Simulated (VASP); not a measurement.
# A few sheets of CoCl2: relaxation and electronic structure, part 2 of 3

Aim: model a few sheets of CoCl2 by a slab and find how far its highest filled level lies below the vacuum.

VASP 6.6.1; r2SCAN, spin-polarised from a ferromagnetic start; plane waves and PAW (Cl, Co).

Still holding for the runs below: The magnetic state follows from one typed start and may not be the lowest.

So far. Step 2 (Relaxing the slab): The run ended after 3 ionic steps, 0.000 eV below its first step, once the forces on the free atoms met EDIFFG = -0.03.

### Step 3. Vacuum level and density of states

A static run writes the electrostatic potential without exchange and correlation (LVHAR), which is flat in the vacuum and gives the level to count from. The dipole correction cancels the field that unlike faces would set up across the vacuum.

INCAR reads:

```
SYSTEM = CoCl2
PREC = Normal
ENCUT = 300
EDIFF = 1E-06
NELM = 120
ISMEAR = 0
SIGMA = 0.05
LREAL = .FALSE.
ALGO = Normal
METAGGA = R2SCAN
LASPH = .TRUE.
NBANDS = 45
ISPIN = 2
MAGMOM = 0 0 0 0 2 2
LMAXMIX = 4
LORBIT = 11
LWAVE = .TRUE.
LCHARG = .TRUE.
IDIPOL = 3
LDIPOL = .TRUE.
DIPOL = 0.5 0.5 0.5
LVHAR = .TRUE.
LVACPOTAV = .TRUE.
LELF = .TRUE.
NEDOS = 1500
```

POSCAR reads:

```
CoCl2
1.0
    3.5400119550      0.0000000000      0.0000000000
   -1.7700059770      3.0657402820      0.0000000000
    0.0000000000      0.0000000000     23.6212516423
Cl Co
4 2
Direct
    0.3333333330      0.6666666670      0.6824703470
    0.6666666670      0.3333333330      0.5704475865
    0.3333333330      0.6666666670      0.4295524135
    0.6666666670      0.3333333330      0.3175296530
    0.0000000000      0.0000000000      0.6267130499
    0.0000000000      0.0000000000      0.3732869501
```

KPOINTS reads:

```
Automatic mesh
0
Gamma
9 9 1
0 0 0
```

KPOINTS_OPT reads:

```
Line mode
14
Line-mode
Reciprocal
  0.00000000   0.00000000   0.00000000 GAMMA
  0.50000000   0.00000000   0.00000000 M

  0.50000000   0.00000000   0.00000000 M
  0.33333333   0.33333333   0.00000000 K

  0.33333333   0.33333333   0.00000000 K
  0.00000000   0.00000000   0.00000000 GAMMA
```

Potentials, in the order of the species: Cl and Co (PBE family, release 64).

Launch:

```sh
$ mpirun -np 2 vasp_std
```

The log of the run:

```text
[banner, memory and clock lines left out]
running    2 mpi-ranks, on    1 nodes
 distrk:  each k-point on    2 cores,    1 groups
 distr:  one band on    1 cores,    2 groups

 POSCAR found type information on POSCAR ClCo
 POSCAR found :  2 types and       6 ions
 [... a notice as in an earlier step ...]

 LDA part: xc-table for (None), standard interpolation
|                                                                             |
|           W    W    AA    RRRRR   N    N  II  N    N   GGGG   !!!           |
|           W    W   A  A   R    R  NN   N  II  NN   N  G    G  !!!           |
|           W    W  A    A  R    R  N N  N  II  N N  N  G       !!!           |
|           W WW W  AAAAAA  RRRRR   N  N N  II  N  N N  G  GGG   !            |
|           WW  WW  A    A  R   R   N   NN  II  N   NN  G    G                |
|           W    W  A    A  R    R  N    N  II  N    N   GGGG   !!!           |
|                                                                             |
|     The number of bands has been changed from the values supplied in        |
|     The orbitals not found in the WAVECAR file will be initialized with     |
|     random numbers, which is usually adequate. For correlated               |
|     calculations, however, you should redo the groundstate calculation.     |
|     I found NBANDS = 45. Now, NBANDS = 46.                                  |
|                                                                             |

 POSCAR, INCAR and KPOINTS ok, starting setup
 FFT: planning ... GRIDC
 FFT: planning ... GRID_SOFT
 FFT: planning ... GRID
 WAVECAR not read
 entering main loop
       N       E                     dE             d eps       ncg     rms          rms(c)
DAV:   1     0.256629147541E+03    0.25663E+03   -0.13272E+04  2224   0.557E+02
DAV:   2    -0.304261756997E+02   -0.28706E+03   -0.26559E+03  2610   0.176E+02
DAV:   3    -0.670238496681E+02   -0.36598E+02   -0.36029E+02  2690   0.709E+01
DAV:   4    -0.678572222511E+02   -0.83337E+00   -0.83177E+00  2612   0.130E+01
DAV:   5    -0.678793498996E+02   -0.22128E-01   -0.22124E-01  2890   0.205E+00    0.217E+01
DAV:   6    -0.571686688146E+02    0.10711E+02   -0.43499E+01  2834   0.611E+01    0.306E+01
DAV:   7    -0.554155376191E+02    0.17531E+01   -0.76591E+00  2532   0.431E+01    0.124E+01
DAV:   8    -0.557764580561E+02   -0.36092E+00   -0.53774E+00  2706   0.114E+01    0.704E+00
DAV:   9    -0.552768353094E+02    0.49962E+00   -0.17628E+00  2588   0.972E+00    0.469E+00
DAV:  10    -0.554811120884E+02   -0.20428E+00   -0.60455E-01  2824   0.486E+00    0.349E+00
DAV:  11    -0.559351162381E+02   -0.45400E+00   -0.19722E-01  2572   0.508E+00    0.186E+00
DAV:  12    -0.562616420831E+02   -0.32653E+00   -0.25518E-01  2918   0.351E+00    0.929E-01
DAV:  13    -0.565136571136E+02   -0.25202E+00   -0.23466E-01  2618   0.213E+00    0.905E-01
DAV:  14    -0.565599610090E+02   -0.46304E-01   -0.22801E-02  2502   0.926E-01    0.831E-01
DAV:  15    -0.566024601753E+02   -0.42499E-01   -0.11715E-02  2496   0.445E-01    0.630E-01
DAV:  16    -0.566668228101E+02   -0.64363E-01   -0.31545E-02  2442   0.766E-01    0.380E-01
DAV:  17    -0.566784944203E+02   -0.11672E-01   -0.64171E-03  2648   0.583E-01    0.273E-01
DAV:  18    -0.566812187968E+02   -0.27244E-02   -0.21522E-03  2472   0.251E-01    0.165E-01
DAV:  19    -0.566820223294E+02   -0.80353E-03   -0.58601E-04  2518   0.127E-01    0.105E-01
DAV:  20    -0.566823117193E+02   -0.28939E-03   -0.22074E-04  2454   0.115E-01    0.622E-02
DAV:  21    -0.566823399505E+02   -0.28231E-04   -0.90942E-05  2436   0.664E-02    0.240E-02
DAV:  22    -0.566823630823E+02   -0.23132E-04   -0.23372E-05  2424   0.286E-02    0.107E-02
DAV:  23    -0.566823873836E+02   -0.24301E-04   -0.60360E-06  2310   0.156E-02    0.681E-03
DAV:  24    -0.566823638051E+02    0.23579E-04   -0.33477E-06  2252   0.149E-02    0.319E-03
DAV:  25    -0.566823495057E+02    0.14299E-04   -0.32194E-06  2250   0.108E-02    0.252E-03
DAV:  26    -0.566823657206E+02   -0.16215E-04   -0.11168E-06  1940   0.650E-03    0.137E-03
DAV:  27    -0.566823485690E+02    0.17152E-04   -0.19274E-06  2094   0.854E-03    0.181E-03
DAV:  28    -0.566823484603E+02    0.10874E-06   -0.69440E-07  1790   0.514E-03
|                                                                             |
|           W    W    AA    RRRRR   N    N  II  N    N   GGGG   !!!           |
|           W    W   A  A   R    R  NN   N  II  NN   N  G    G  !!!           |
|           W    W  A    A  R    R  N N  N  II  N N  N  G       !!!           |
|           W WW W  AAAAAA  RRRRR   N  N N  II  N  N N  G  GGG   !            |
|           WW  WW  A    A  R   R   N   NN  II  N   NN  G    G                |
|           W    W  A    A  R    R  N    N  II  N    N   GGGG   !!!           |
|                                                                             |
|     Did not find any points to average over, which means that no vacuum     |
|     field-free region was found. Please increase the size of  your cell     |
|     in the dimension of the dipole correction to obtain accurate            |
|     workfunction values.                                                    |
|                                                                             |

   1 F= -.56682348E+02 E0= -.56682348E+02  d E =-.112882E-11  mag=     6.0000
 Start KPOINTS_OPT (optional k-point list driver)
k-point batch [1-12\42]
       N       E                     dE             ncg
DAV:   1    -0.448275222895E+02   -0.51398E+04     2232
DAV:   2    -0.344958873465E+04   -0.34048E+04     2632
DAV:   3    -0.386138265529E+04   -0.41179E+03     2674
DAV:   4    -0.387001800222E+04   -0.86353E+01     2570
DAV:   5    -0.387024595875E+04   -0.22796E+00     3136
DAV:   6    -0.387025214316E+04   -0.61844E-02     2930
DAV:   7    -0.387025235665E+04   -0.21349E-03     3222
DAV:   8    -0.387025235993E+04   -0.32757E-05     2298
DAV:   9    -0.387025236002E+04   -0.95743E-07     1758
[...]
k-point batch [37-42\42]
       N       E                     dE             ncg
DAV:   1     0.561158720004E+04   -0.73034E+03     1120
DAV:   2     0.387620263295E+04   -0.17354E+04     1344
DAV:   3     0.366013057699E+04   -0.21607E+03     1324
DAV:   4     0.365568254076E+04   -0.44480E+01     1296
DAV:   5     0.365556622004E+04   -0.11632E+00     1618
DAV:   6     0.365556313796E+04   -0.30821E-02     1444
DAV:   7     0.365556309190E+04   -0.46060E-04     1594
DAV:   8     0.365556309112E+04   -0.77824E-06     1154
 writing wavefunctions
```

Run time: 3.8 min. Hardware: 2 MPI ranks of Intel Xeon Platinum 8559C (Emerald Rapids), shared host; peak memory 0.4 GiB; 7.4 min of CPU time.

OUTCAR, selected parts (step 3):

```text
The static configuration has the point symmetry D_3d.

 Found     12 irreducible k-points:

   k-points           NKPTS =     12   k-points in BZ     NKDIM =     12   number of bands    NBANDS=     46

   NELECT =      46.0000    total number of electrons

 dipolmoment           0.000000      0.000000      0.000000 electrons x Angstroem

 E-fermi :  -2.1628

 spin component 1
 k-point     1 :       0.0000    0.0000    0.0000
  band No.  band energies     occupation
    ...
     22      -4.1050      1.00000
     23      -2.7293      1.00000
     24      -2.7293      1.00000
     25      -2.7055      1.00000
     26      -2.7054      1.00000
     27       2.7544      0.00000
     28       3.2511      0.00000
     29       4.1830      0.00000
     30       4.2093      0.00000
     31       4.5250      0.00000
    ...

 k-point     2 :       0.1111    0.0000    0.0000
  band No.  band energies     occupation
    ...
     22      -3.9824      1.00000
     23      -3.0418      1.00000
     24      -3.0289      1.00000
     25      -2.8002      1.00000
     26      -2.7705      1.00000
     27       3.2224      0.00000
     28       3.6354      0.00000
     29       4.5932      0.00000
     30       4.7212      0.00000
     31       4.8103      0.00000
    ...

 k-point     3 :       0.2222   -0.0000    0.0000
  band No.  band energies     occupation
    ...
     22      -3.9702      1.00000
     23      -3.5454      1.00000
     24      -3.3220      1.00000
     25      -2.8802      1.00000
     26      -2.8406      1.00000
     27       4.0577      0.00000
     28       4.2050      0.00000
     29       4.9321      0.00000
     30       5.0223      0.00000
     31       5.4843      0.00000
    ...

 k-point     4 :       0.3333    0.0000    0.0000
  band No.  band energies     occupation
    ...
     22      -4.1830      1.00000
     23      -3.3879      1.00000
     24      -3.1774      1.00000
     25      -2.8454      1.00000
     26      -2.7988      1.00000
     27       3.7960      0.00000
     28       3.9343      0.00000
     29       5.0038      0.00000
     30       5.2659      0.00000
     31       6.1437      0.00000
    ...

  Total       -0.0601212     -0.0601212     -0.2143315     -0.0000000      0.0000000     -0.0000000
  in kB       -0.3757467     -0.3757467     -1.3395333     -0.0000000      0.0000000     -0.0000000
  external PRESSURE =      -0.6970089 kB  Pullay stress =       0.0000000 kB

 POSITION                                       TOTAL-FORCE (eV/Angst)
 -----------------------------------------------------------------------------------
     -0.00000      2.04383     16.12080         0.000000      0.000000      0.028925
      1.77001      1.02191     13.47469         0.000000     -0.000000      0.024913
     -0.00000      2.04383     10.14657        -0.000000      0.000000     -0.024913
      1.77001      1.02191      7.50045         0.000000     -0.000000     -0.028925
      0.00000      0.00000     14.80375        -0.000000      0.000000     -0.005100
      0.00000      0.00000      8.81750        -0.000000      0.000000      0.005100
 -----------------------------------------------------------------------------------
    total drift:                                0.000000      0.000000      0.000000

  FREE ENERGIE OF THE ION-ELECTRON SYSTEM (eV)
  ---------------------------------------------------
  free  energy   TOTEN  =       -56.6823484603 eV

  energy  without entropy=      -56.6823484603  energy(sigma->0) =      -56.68234846

 vacuum level on the upper side and lower side of the slab         4.521         4.521

 total charge
# of ion       s       p       d       tot
------------------------------------------
    1        1.606   3.564   0.000   5.170
    2        1.607   3.560   0.000   5.167
    3        1.607   3.560   0.000   5.167
    4        1.606   3.564   0.000   5.170
    5        0.294   0.329   7.040   7.662
    6        0.294   0.329   7.040   7.662
--------------------------------------------------
tot          7.014  14.905  14.080  35.998

[... 7 parts as in an earlier step ...]

[... 10 further parts left out ...]
```

With spin, VASP writes an ELF for each channel.

This step gave:

| Property | Result |
| --- | --- |
| electronic cycles | 28 |
| Fermi energy | -2.163 eV |
| moment of the cell, from the last line of the log | 6 μB |
| least gap on mesh and path | 1.526 eV |
| least direct gap on mesh and path | 1.601 eV |
| vacuum levels | 4.521, 4.521 eV |
| ionisation potentials of the upper and lower face | 6.905, 6.905 eV |
| electron affinities of the upper and lower face | 5.379, 5.379 eV |

Spin up. Electronic bands along the path, in eV, zero at the valence-band top; v1 is the highest filled band, c1 the lowest empty one:

```csv
point,v4,v3,v2,v1,c1,c2,c3,c4
Γ,-0.35,-0.35,-0.32,-0.32,5.14,5.63,6.57,6.59
0.46 of the way,-1.17,-0.94,-0.50,-0.46,6.47,6.61,7.30,7.43
M,-0.71,-0.68,-0.40,-0.35,5.76,5.84,7.28,7.46
0.54 of the way,-0.80,-0.76,-0.67,-0.66,6.39,6.45,8.20,8.55
K,-0.91,-0.91,-0.75,-0.75,6.65,6.94,8.97,8.97
0.54 of the way,-0.94,-0.82,-0.77,-0.70,6.79,6.80,7.70,7.80
Γ,-0.35,-0.35,-0.32,-0.32,5.14,5.63,6.57,6.59
```

Of the projections kept (Cl, Co), the largest for each band there; the rest of the weight can lie on other orbitals:

```csv
point,v4,v3,v2,v1,c1,c2,c3,c4
Γ,Cl 0.57,Cl 0.57,Cl 0.58,Cl 0.58,Co 0.52,Co 0.51,Co 0.58,Co 0.65
M,Cl 0.53,Cl 0.54,Cl 0.53,Cl 0.54,Co 0.77,Co 0.78,Co 0.56,Co 0.62
K,Co 0.53,Co 0.53,Cl 0.52,Cl 0.52,Co 0.71,Co 0.66,Co 0.63,Co 0.63
Γ,Cl 0.57,Cl 0.57,Cl 0.58,Cl 0.58,Co 0.52,Co 0.51,Co 0.58,Co 0.65
```

The density of states has structure finer than the step of the table below, so its rows give means over 1 eV, whole bins alone (the curve runs from -12.0 to 9.46 eV). Peaks (eV: height): total up -4.8: 10.9, -4.1: 8.35, -1.8: 7.84, -0.7: 9.06; total down -2.8: 11.1, 0.0: 8.71, 1.6: 9.22, 2.6: 10.1; Cl s up 6.3: 0.104, 6.6: 0.119, 7.7: 0.186, 8.0: 0.119; Cl s down -4.4: 0.138, 7.4: 0.145, 7.9: 0.141, 8.3: 0.143; Cl p up -4.8: 4.02, -4.1: 2.28, -2.9: 2.57, -0.7: 4.08.

Means over bins of 0.089 eV. Table of density of states by energy, zero at the valence-band top; means over each step; 7 of 12 lines; values in states/eV/cell:

```csv
energy (eV),total up,total down,Cl s up,Cl s down,Cl p up,Cl p down,Co s up
-7,0,0,0,0,0,0,0
-6,0.117,0,6.3e-4,0,0.0494,0,0.0137
-5,4.49,1.40,0.0388,0.0191,1.64,0.634,0.180
-4,3.89,2.78,0.0255,0.0349,1.13,1.39,0.0384
-3,4.38,4.99,0.0186,0.00796,1.57,2.77,0.0269
-2,4.88,2.76,0.00646,0.00825,1.18,1.71,0.0201
-1,3.60,0.714,0.0153,0.00132,1.51,0.0951,6.4e-4
0,0.662,3.38,2.3e-4,0.00379,0.315,0.268,1.4e-5
1,0,0.105,0,8.5e-6,0,9.2e-4,0
2,0,2.13,0,0.00244,0,0.0732,0
3,0,3.77,0,0.0295,0,0.434,0
4,0,0,0,0,0,0,0
5,0.0189,9.1e-4,0.00323,1.6e-4,0.00107,2.8e-5,0.00439
6,1.10,0.215,0.0555,0.0216,0.135,0.0157,0.363
7,1.63,1.96,0.0603,0.0777,0.186,0.222,0.350
8,1.87,2.09,0.0780,0.0895,0.0886,0.131,0.0201
```

The planar average of the electrostatic potential oscillates, so the rows of the table below give means over windows of 1 Å about each position, cut where the curve ends. Its maxima inside the range that stand out by 2 % of the span (Å: eV): 8.3: -3.68, 9.4: -3.35, 11.8: 6.50, 14.2: -3.35, 15.4: -3.68. Its minima: 7.6: -9.64, 8.9: -9.32, 10.2: -9.47, 13.5: -9.47, 14.8: -9.32, 16.1: -9.64.

Zero at the Fermi level. The planar average of the electrostatic potential by height; means over each step:

height (Å), planar average of the electrostatic potential (eV) and a bar from the least value:
```
        0       6.69 ##############################
        1       6.69 ##############################
        2       6.69 ##############################
        3       6.69 ##############################
        4       6.69 ##############################
        5       6.68 ##############################
        6       6.30 #############################
        7      -1.91 ############
        8      -6.32 ##
        9      -6.91 #
       10      -7.35 
       11       2.97 ######################
       12       6.22 #############################
       13      -2.21 ###########
       14      -6.12 ###
       15      -6.91 #
       16      -7.44 
       17       3.18 #######################
       18       6.58 ##############################
       19       6.68 ##############################
       20       6.69 ##############################
       21       6.69 ##############################
       22       6.69 ##############################
       23       6.69 ##############################
```

Density of states in the PAW spheres, an atom over height of the layer and energy from the Fermi level.

Ten even steps from '0' (0.00 states/eV) to '9' (2.65 states/eV), each cell a mean:
```
000000
000000
090090
292292
121121
010010
282282
252252
333333
555555
242242
111111
252252
363363
342243
111111
000000
000000
000000
000000
000000
000000
```
Columns: height of the layer (Å) from 7.5 to 16.1 (not evenly spaced); rows upwards: energy from the Fermi level (eV) from -7.9 to 0.5.

Spin down. Electronic bands along the path, in eV, zero at the valence-band top; v1 is the highest filled band, c1 the lowest empty one:

```csv
point,v4,v3,v2,v1,c1,c2,c3,c4
Γ,-0.71,-0.71,-0.71,-0.71,1.63,1.65,2.91,2.91
0.46 of the way,-0.53,-0.52,-0.24,-0.24,1.72,1.75,2.58,2.67
M,-0.52,-0.52,-0.01,0.00,1.61,1.61,2.67,2.70
0.54 of the way,-0.25,-0.23,-0.05,-0.04,1.57,1.57,2.55,2.58
K,-0.09,-0.09,-0.08,-0.08,1.53,1.53,2.63,2.63
0.54 of the way,-0.38,-0.38,-0.25,-0.24,1.72,1.74,2.60,2.63
Γ,-0.71,-0.71,-0.71,-0.71,1.63,1.65,2.91,2.91
```

Of the projections kept (Cl, Co), the largest for each band there; the rest of the weight can lie on other orbitals:

```csv
point,v4,v3,v2,v1,c1,c2,c3,c4
Γ,Co 1.00,Co 1.00,Co 1.00,Co 1.00,Co 0.97,Co 0.96,Co 0.80,Co 0.80
M,Co 0.96,Co 0.96,Co 0.92,Co 0.92,Co 0.99,Co 0.99,Co 0.85,Co 0.84
K,Co 0.92,Co 0.92,Co 0.92,Co 0.92,Co 1.00,Co 1.00,Co 0.90,Co 0.90
Γ,Co 1.00,Co 1.00,Co 1.00,Co 1.00,Co 0.97,Co 0.96,Co 0.80,Co 0.80
```

Spin density in the ca plane at fractional y = 0.000, with atoms of Co within 0.2 Å of it.

Ten even steps from '0' (0.0 e/Å³) to '9' (3.5 e/Å³), each cell a mean:
```
00000000000000000000001574100000000000037520
00000000000000000000000010000000000000001100
00000000000000000000000000000000000000000000
00000000000000000000000000000000000000000000
00000000000000000000000000000000000000000000
00000000000000000000000000000000000000000000
00000000000000000000000000000000000000000000
00000000000000000000000242000000000000014300
00000000000000000000002796100000000000159830
```
Columns run along c (16.0 Å, from fractional 0.01 to 0.68 of the cell), rows up along a (3.5 Å). Atoms in or near the plane, at fractional coordinates: Co at (0.63, 0.00), Co at (0.37, 0.00).

ELF of up spins in the ca plane at fractional y = 0.000, with atoms of Co within 0.2 Å of it. It is the smooth field of the valence electrons, not physical close to the nuclei.

Values, 5 rows by 16 columns, each cell a mean:
```
0.00 0.00 0.00 0.00 0.00 0.01 0.03 0.11 0.09 0.11 0.10 0.02 0.03 0.11 0.09 0.11
0.00 0.00 0.00 0.00 0.00 0.12 0.36 0.58 0.20 0.27 0.59 0.16 0.28 0.57 0.19 0.29
0.00 0.00 0.00 0.00 0.00 0.20 0.51 0.77 0.30 0.43 0.76 0.23 0.40 0.76 0.28 0.46
0.00 0.00 0.00 0.00 0.00 0.03 0.22 0.41 0.16 0.20 0.41 0.10 0.18 0.40 0.15 0.20
0.00 0.00 0.00 0.00 0.00 0.01 0.03 0.08 0.06 0.09 0.06 0.01 0.01 0.08 0.06 0.09
```
Columns run along c (16.0 Å, from fractional 0.01 to 0.68 of the cell), rows up along a (3.5 Å). Atoms in or near the plane, at fractional coordinates: Co at (0.63, 0.00), Co at (0.37, 0.00).

Electrostatic potential energy in the ca plane at fractional y = 0.000, with atoms of Co within 0.2 Å of it. With pseudopotentials it is smooth inside the atoms' cores, unlike the true potential.

Ten even steps from '0' (-60 eV) to '9' (5 eV), each cell a mean:
```
99999999999999999999985001689999999999720048
99999999999999999999998646899999999999865578
99999999999999999999999888999999999999988899
99999999999999999999999999999999999999999999
99999999999999999999889999989999999998999999
99999999999999999999999999999999999999999999
99999999999999999999998778899999999999887789
99999999999999999999986313789999999999741268
99999999999999999999984000589999999998600037
```
Columns run along c (16.0 Å, from fractional 0.01 to 0.68 of the cell; values clipped at the 3rd and 97th percentile), rows up along a (3.5 Å). Atoms in or near the plane, at fractional coordinates: Co at (0.63, 0.00), Co at (0.37, 0.00).

The map of layer states is cut here 0.5 eV above the Fermi level, so it leaves out the states above that.

The vacuum level lies 6.90 eV above the highest filled level at the upper face; both faces agree, as the slab has next to no dipole.

The program found no field-free point at its default tolerance, but its printed level agrees with the flat part of the planar average.

(Continued in part 3 of 3.)

[Lines on the potential files, build, host, timing and source positions are cut from VASP's logs without a mark.]

[Logs are printed without paths, hosts, clocks, repeated set-up lines and the standing remarks that a program may print on its own settings, such as how far it seeks lower states.]

[Hosts, paths, dates, database ids (printed as entryN), source tags and the programs' standing remarks are cut or masked in the printed files.]

[In band tables of VASP the shares of atoms and orbitals are scaled to a sum of 1 inside the atoms' spheres.]

[Runs that stopped without an error message from VASP are left out.]
